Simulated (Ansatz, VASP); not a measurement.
# Sc: VASP beside Ansatz, part 2 of 2

Wanted: the spread between two codes on one cell, functional and k mesh. The cell is taken from a series of runs on this material, whose earlier steps may have relaxed, scaled, displaced or heated it; both programs get it as it stands.

VASP 6.6.1 and Ansatz 0.2.0.

So far: Starting point; Ansatz: zone-centre phonons, PBEsol, pair 1; VASP: zone-centre phonons, PBEsol, pair 1; Comparison.

## 5. VASP: zone-centre phonons, PBEsol, pair 2

Level of this step: PBEsol; plane waves and PAW (Sc_sv) (VASP).

Second derivatives magnify differences that forces hide, and they need a tight electronic threshold. The cell compared in this pair holds 45.38 Å³, against 44.43 Å³ for the pair before.

Input file INCAR:

```
SYSTEM = Sc
PREC = Accurate
ENCUT = 500
EDIFF = 1E-08
NELM = 120
ISMEAR = 1
SIGMA = 0.2
LREAL = .FALSE.
ALGO = Normal
GGA = PS
NBANDS = 17
LASPH = .TRUE.
LORBIT = 11
LWAVE = .FALSE.
LCHARG = .FALSE.
ISIF = 2
IBRION = 8
GGA_COMPAT = .FALSE.
KPAR = 2
```

Input file POSCAR:

```
Sc
1.0
    3.2353539933      0.0000000000      0.0000000000
   -1.6176769966      2.8018987484      0.0000000000
    0.0000000000      0.0000000000      5.0055807513
Sc
2
Direct
    0.3333333333      0.6666666667      0.2500000000
    0.6666666667      0.3333333333      0.7500000000
```

Input file KPOINTS:

```
Automatic mesh
0
Gamma
15 15 8
0 0 0
```

PAW data sets: Sc_sv (PBE family, release 64).

On the command line:

```sh
$ mpirun -np 2 vasp_std
```

Numbers of over 12 decimals in the logs are rounded to 6 here.

Log:

```text
[banner, memory and clock lines left out]
running    2 mpi-ranks, on    1 nodes
[...]
[... a notice as in an earlier step ...]

 LDA part: xc-table for (Slater+PW92), standard interpolation
 POSCAR, INCAR and KPOINTS ok, starting setup
[...]
entering main loop
       N       E                     dE             d eps       ncg     rms          rms(c)
DAV:   1     0.353260122337E+03    0.35326E+03   -0.10969E+04  4598   0.136E+03
DAV:   2     0.501217374437E+01   -0.34825E+03   -0.34247E+03  5655   0.578E+02
DAV:   3    -0.142987724935E+02   -0.19311E+02   -0.18732E+02  7520   0.163E+02
DAV:   4    -0.146051952470E+02   -0.30642E+00   -0.30493E+00  6610   0.189E+01
[...]
DAV:  13    -0.131959702930E+02    0.38780E-06   -0.22851E-08  4898   0.185E-03    0.708E-05
DAV:  14    -0.131959703355E+02   -0.42442E-07   -0.10411E-09  3659   0.700E-04    0.302E-05
DAV:  15    -0.131959703386E+02   -0.31155E-08   -0.40420E-10  3418   0.396E-04
   1 F= -.13195970E+02 E0= -.13195081E+02  d E =-.266756E-02
[...]
RMM:  21    -0.735846696124E+00   -0.10302E-07   -0.41552E-07 45817   0.547E-03    0.234E-06
RMM:  22    -0.735846696381E+00   -0.25723E-09   -0.40826E-07 46700   0.546E-03    0.253E-06
RMM:  23    -0.735846696152E+00    0.22893E-09   -0.39539E-07 46213   0.547E-03    0.275E-06
 first order change of Fermi-energy   0.18250E-04
 force on displaced ion       1 direction 1 :  -1.587   0.000   0.000
 Linear response progress:
  Degree of freedom:   2/  2
       N       E                     dE             d eps       ncg     rms          rms(c)
RMM:   1    -0.808169671541E+00   -0.80817E+00   -0.66602E+01  6612   0.219E+02
RMM:   2    -0.806269943695E+00    0.18997E-02   -0.15456E-01  9788   0.469E+00    0.137E-01
RMM:   3    -0.806809697122E+00   -0.53975E-03   -0.10873E-02 11130   0.998E-01    0.495E-02
RMM:   4    -0.805769859295E+00    0.10398E-02   -0.14376E-03 12095   0.297E-01    0.160E-02
[...]
RMM:  22    -0.805591028300E+00    0.21965E-07   -0.65588E-07 15706   0.632E-03    0.100E-06
RMM:  23    -0.805591037899E+00   -0.95985E-08   -0.73970E-07 15605   0.633E-03    0.954E-07
RMM:  24    -0.805591030150E+00    0.77488E-08   -0.66711E-07 16012   0.632E-03    0.983E-07
 first order change of Fermi-energy   0.53646E-04
 force on displaced ion       1 direction 3 :   0.000   0.000  -5.198
 Linear response finished
```

OUTCAR, selected parts (step 5):

```text
  Total        0.7093610      0.7093610      0.7101968      0.0000000      0.0000000      0.0000000
  in kB       25.0466219     25.0466219     25.0761331      0.0000000      0.0000000      0.0000000
  external PRESSURE =      25.0564590 kB  Pullay stress =       0.0000000 kB

 POSITION                                       TOTAL-FORCE (eV/Angst)
 -----------------------------------------------------------------------------------
     -0.00000      1.86793      1.25140         0.000000     -0.000000      0.000000
      1.61768      0.93397      3.75419        -0.000000      0.000000      0.000000
 -----------------------------------------------------------------------------------
    total drift:                               -0.000000      0.000000     -0.000000

[... 1 part as in an earlier step ...]

[... 1 further part left out ...]
```

## 6. Ansatz: zone-centre phonons, PBEsol, pair 2

The same cell, functional, mesh and smearing now go to Ansatz, which takes its cutoff from its data sets.

The cell is taken from a series of runs on this material, whose earlier steps may have relaxed, scaled, displaced or heated it; both programs get it as it stands.

Input file input.yaml:

```yaml
crystal:
  lattice:
    - [3.2353539933, 0.0, 0.0]
    - [-1.6176769966, 2.8018987484, 0.0]
    - [0.0, 0.0, 5.0055807513]
  atoms:
    - { symbol: Sc, position: [0.3333333333, 0.6666666667, 0.25] }
    - { symbol: Sc, position: [0.6666666667, 0.3333333333, 0.75] }
kpoints:
  mp_grid: { grid: [15, 15, 8] }
hamiltonian:
  xc: pbesol
  pseudopotentials: { kind: paw, azcp: { folder: soft_1 }, xc_functional: pbe }
scf:
  occupations: { method: methfessel_paxton, width: 0.2 }
output:
  eigenvalues: true
phonons:
  method: dfpt
```

On the command line:

```sh
$ ansatz run input.yaml --threads 4 --pin off --max-ram 10240MiB --backend cpu --events-out ev --progress --plain --runs-dir out
```

Log:

```text
[...]
Crystal: 2 atoms, lattice volume = 45.376 Å³
Basis set: ecut = 420 eV, 905 PW (Γ), exchange–correlation on 48×48×72 points (8 copies of the dense FFT grid, shifted against one another)
Bands: 15, of which v1, the nominal top of the filled ones, is band 11 counted from 1 (10 counted from 0)
Symmetry: 24 space group operations
k-points: 320 of 1800 (irreducible under 4 space group operations, time reversal used)
[...]
k-point 1: bands = [... 7 lower, -17.4490, 4.8236, 8.1113, 10.7695, 11.5947, 11.5947, 11.9218, 12.1013]
  k-point 2: bands = [... 7 lower, -17.4792, 5.1609, 7.7188, 10.6769, 11.5037, 11.5037, 11.6964, 11.9166]
  k-point 319: bands = [... 7 lower, -17.5333, 8.5652, 8.5652, 10.1421, 10.1421, 10.7832, 10.7832, 12.3871]
[...]
ASR residual: 4.915e-5 → 0.000e0 eV/Å²; symmetrization residual: 2.403e-10 eV/Å²
  ASR residual per site (eV/Å²): 4.92e-5 4.92e-5
  Γ frequencies (cm⁻¹): 0.00 0.00 0.00 138.13 138.13 249.99
[...]
[key lines of the parts left out:]
SCF converged after 8 iterations
Free energy (F): -4222.728911 eV
Fermi energy:    9.977972 eV
```

## 7. Comparison

Compared:

| quantity | Ansatz | VASP | difference |
| --- | --- | --- | --- |
| optical mode 1 to 2 (cm⁻¹) | 138.1 | 138.6 | -0.33 % |
| optical mode 3 (cm⁻¹) | 250.0 | 250.8 | -0.31 % |

Modes are paired by rising frequency, not by their patterns, so a pair may set unlike modes beside each other; they are those without the splitting of longitudinal modes.

## 8. What came out

```yaml
r_m_s_difference_of_the_optical_zone_centre_modes_each_program_s_sorted_by_frequency_zone_centre_phonons_pbesol_pair_1: 0.16 cm⁻¹
r_m_s_difference_of_the_optical_zone_centre_modes_each_program_s_sorted_by_frequency_zone_centre_phonons_pbesol_pair_2: 0.58 cm⁻¹
```

**Reading.** The r.m.s. difference of the optical zone-centre modes, each program's sorted by frequency is 0.16 cm⁻¹ (zone-centre phonons, PBEsol, pair 1). Such differences can come from data sets, numerical settings and the points named under the comparisons, not from the functional's error against experiment.

[Lines on the potential files, build, host, timing and source positions are cut from VASP's logs without a mark.]

[Logs are printed without paths, hosts, clocks, repeated set-up lines and the standing remarks that a program may print on its own settings, such as how far it seeks lower states.]

[Hosts, paths, dates, database ids (printed as entryN), source tags and the programs' standing remarks are cut or masked in the printed files.]
